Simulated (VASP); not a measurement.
Given:

```
CELL_PARAMETERS angstrom
     -1.57857     1.57068     1.57068
      1.57857    -1.58647     1.58647
      1.57857     1.58647    -1.58647
ATOMIC_POSITIONS crystal
  W  0.00000 0.00000 0.00000
```

These are PBEsol GGA, VASP's PBE PAW potentials (set 64) (plane waves; VASP 6.6.1) values and carry that method's errors. Numerical set-up: 480 eV cut-off, 16×16×16 Γ-centred mesh, first-order Methfessel-Paxton smearing of 0.10 eV, potentials W_sv.

Q: Give the stress tensor in GPa (positive for a compressed cell).

A: 
```
-0.66   0.00   0.00
 0.00  -0.61   1.29
 0.00   1.29  -0.61
```
The pressure is its mean diagonal, -0.63 GPa.

The compound is W in the bcc structure. This cell was strained or had an atom moved on purpose.
